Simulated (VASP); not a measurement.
Output of a VASP run:

**OSZICAR**
```
       N       E                     dE             d eps       ncg     rms          rms(c)
DAV:   1     0.431460808155E+03    0.43146E+03   -0.15890E+04 22148   0.143E+03
DAV:   2     0.329847978569E+02   -0.39848E+03   -0.36720E+03 29160   0.329E+02
DAV:   3    -0.130134398081E+02   -0.45998E+02   -0.44706E+02 28112   0.149E+02
DAV:   4    -0.162637133703E+02   -0.32503E+01   -0.29094E+01 38994   0.255E+01
DAV:   5    -0.164258775771E+02   -0.16216E+00   -0.15906E+00 31830   0.473E+00    0.455E+00
DAV:   6    -0.160184317823E+02    0.40745E+00   -0.27086E+00 31868   0.856E+00    0.341E+00
DAV:   7    -0.159808591930E+02    0.37573E-01   -0.13366E-01 34100   0.276E+00    0.214E+00
DAV:   8    -0.159671203739E+02    0.13739E-01   -0.51576E-02 30776   0.127E+00    0.313E-01
DAV:   9    -0.159661865197E+02    0.93385E-03   -0.11465E-02 37442   0.648E-01    0.894E-02
DAV:  10    -0.159660960768E+02    0.90443E-04   -0.69869E-04 35400   0.139E-01    0.150E-02
DAV:  11    -0.159661051110E+02   -0.90342E-05   -0.10595E-04 34398   0.404E-02    0.827E-03
DAV:  12    -0.159661018615E+02    0.32495E-05   -0.52265E-05 30810   0.352E-02    0.303E-03
DAV:  13    -0.159661014235E+02    0.43805E-06   -0.41956E-06 22612   0.118E-02
   1 F= -.15966101E+02 E0= -.15887968E+02  d E =-.156268E+00
```

OUTCAR:
```
------------------------ aborting loop because EDIFF is reached ----------------------------------------
  FORCE on cell =-STRESS in cart. coord.  units (eV):
  Direction    XX          YY          ZZ          XY          YZ          ZX
  --------------------------------------------------------------------------------------
  Total       -3.8856456     -3.8822590     -3.9216636      0.0446756      0.0253694     -0.0538788
  in kB      -52.3105941    -52.2650027    -52.7954872      0.6014460      0.3415358     -0.7253442
  external PRESSURE =     -52.4570280 kB  Pullay stress =       0.0000000 kB
  volume of cell :      119.01
      direct lattice vectors                 reciprocal lattice vectors
     4.918825000  0.000000000  0.000000000     0.203300585  0.000000000  0.000000000
     0.000000000  4.918825000  0.000000000     0.000000000  0.203300585  0.000000000
     0.000000000  0.000000000  4.918825000     0.000000000  0.000000000  0.203300585
 POSITION                                       TOTAL-FORCE (eV/Angst)
 -----------------------------------------------------------------------------------
      4.84672      4.86551      4.91115         0.263634      0.153095      0.017114
      0.03913      2.43918      2.50609        -0.006670     -0.014422     -0.085015
      2.47383      0.05203      2.41151        -0.123340     -0.049175      0.077811
      2.47797      2.48093      0.00890        -0.133625     -0.089497     -0.009909
 -----------------------------------------------------------------------------------
    total drift:                                0.000286     -0.000235     -0.000142
  FREE ENERGIE OF THE ION-ELECTRON SYSTEM (eV)
  ---------------------------------------------------
  free  energy   TOTEN  =       -15.9661014235 eV

  energy  without entropy=      -15.8098338987  energy(sigma->0) =      -15.88796766
```
(Selected blocks of OUTCAR.)

**POSCAR**
```
LaTl3
1
    4.9188250000     0.0000000000     0.0000000000
    0.0000000000     4.9188250000     0.0000000000
    0.0000000000     0.0000000000     4.9188250000
La Tl
1 3
Direct
 -0.0146590000  -0.0108390000  -0.0015600000
  0.0079550000   0.4958860000   0.5094890000
  0.5029320000   0.0105780000   0.4902620000
  0.5037720000   0.5043750000   0.0018090000
```

Problem. Write an INCAR and KPOINTS that could have produced this output.

Solution. Several could match; the one computed here: the input of the run itself, LDA (Ceperley-Alder, Perdew-Zunger), plane waves, VASP's LDA PAW potentials (set 64).

### INCAR
```
SYSTEM=LaTl3
PREC=Accurate; ENCUT=300; LREAL=.False.
LASPH=.True.
EDIFF=1E-6; NELM=100; ALGO=Normal
LMAXMIX=6
ISMEAR=-1; SIGMA=0.136
ISIF=2
LWAVE=.False.; LCHARG=.False.
```

**KPOINTS**
```
K-points
0
G
  9 9 9
0 0 0
```

POTCAR, in this order: La Tl_d (LDA.64 set). Program: vasp_std.

At this cut-off the stress carries a Pulay error, which pulls relaxed volumes low.

The structure comes from a computed database's LaTl3 entry (Pm-3m); how it stands against other phases isn't given here. The cell was not relaxed at this level, atoms are displaced from their ideal sites.
